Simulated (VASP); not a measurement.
WC (wc): the bulk modulus from VASP (plane waves, PAW) at several levels of theory. Static lattice, third-order Birch-Murnaghan fit over five volumes.

```csv
level,bulk modulus (GPa)
LDA,419
PBE,383
PBEsol,407
revPBE,374
RPBE,371
AM05,411
PW91,379
PBE-D3 (zero damping),392
PBE-D3(BJ),399
optB88-vdW,378
optB86b-vdW,392
vdW-DF2,329
vdW-DF-cx,400
TPSS,388
SCAN,412
r2SCAN,402
```

The cell of the LDA run:

```cif
data_CW
_chemical_formula_sum 'W1 C1'
_space_group_name_H-M_alt 'P 1'
_space_group_IT_number 1
_cell_length_a 2.88973
_cell_length_b 2.88973
_cell_length_c 2.81951
_cell_angle_alpha 90.000
_cell_angle_beta 90.000
_cell_angle_gamma 120.000
loop_
_space_group_symop_operation_xyz
  'x, y, z'
loop_
_atom_site_label
_atom_site_type_symbol
_atom_site_fract_x
_atom_site_fract_y
_atom_site_fract_z
_atom_site_occupancy
W1 W 0.00000 0.00000 0.00000 1
C1 C 0.33333 0.66667 0.50000 1
```

Only levels that ran to the end are used. Left out are those held back, those with too coarse a band path, GW runs whose mesh misses a band edge, hybrids' fits of cells that aren't cubic and levels without matching references; a question may draw on a part of the rest.

The compound is WC in the wc structure.
